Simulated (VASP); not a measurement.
## Hf (relaxed from the simple-cubic structure, space group Pm-3m): computed properties

These are r2SCAN meta-GGA, VASP's PBE PAW potentials (set 64) (plane waves; VASP 6.6.1) values and carry that method's errors.

```
Item                                                                  Result
----------------------------------  ----------------------------------------
space group                                                      Pm-3m (221)
cell                                a = b = c = 2.8976 Å, α = β = γ = 90.00°
volume per atom                                                24.33 Å³/atom
band gap (over mesh and band path)  none (metal, semimetal or under 0.01 eV)
density                                                          12.18 g/cm³
```

```cif
data_Hf
_chemical_formula_sum 'Hf1'
_space_group_name_H-M_alt 'Pm-3m'
_space_group_IT_number 221
_space_group_name_Hall '-P 4 2 3'
_cell_length_a 2.89757
_cell_length_b 2.89757
_cell_length_c 2.89757
_cell_angle_alpha 90.000
_cell_angle_beta 90.000
_cell_angle_gamma 90.000
loop_
_atom_site_label
_atom_site_type_symbol
_atom_site_symmetry_multiplicity
_atom_site_Wyckoff_symbol
_atom_site_fract_x
_atom_site_fract_y
_atom_site_fract_z
_atom_site_occupancy
Hf1 Hf 1 a 0.00000 0.00000 0.00000 1
```

Unless said otherwise, spin-orbit coupling is left out, though it shifts the bands of the heavy elements here.

The structure was generated: Hf was put into the simple-cubic type (Pm-3m), which need not be its known phase. It was relaxed first. Symmetry was kept, so distortions that lower it aren't found.
